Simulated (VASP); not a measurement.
BAs:

```xyz
2
Lattice="0.0000 2.3885 2.3885 2.3885 0.0000 2.3885 2.3885 2.3885 0.0000" Properties=species:S:1:pos:R:3 pbc="T T T"
B     0.0000    0.0000    0.0000
As    1.1943    1.1943    1.1943
```

```yaml
Program: VASP 6.6.1
Task: relaxation of cell and atoms
Functional: PBE
Potentials_or_basis: VASP PAW PBE potentials, release 64 (B, As)
Cutoff: 520 eV
k_mesh: 12 × 12 × 12
Occupations: gaussian, width 0.02 eV
Spin: no spin polarisation
```

At the start: pressure 3.4 GPa; volume 13.63 Å³/atom.

Task: Where does the relaxation end?

Result: Over 3 steps the energy falls by 3.6 meV/atom and the volume is 13.97 Å³/atom (+2.5 %); space group F-43m (No. 216, to 0.05 Å).

The path:
```csv
step,energy change (eV),largest force (eV/Å),pressure (GPa),volume (Å³)
1,0.0000,0.0000,3.43,27.25
2,-0.0037,0.0000,-2.19,28.42
3,-0.0071,0.0000,0.01,27.93
```

Final structure:
```
B As
1.0
     0.00000    2.40823    2.40823
     2.40823    0.00000    2.40823
     2.40823    2.40823    0.00000
B As
1 1
Direct
  0.00000 0.00000 0.00000
  0.25000 0.25000 0.25000
```
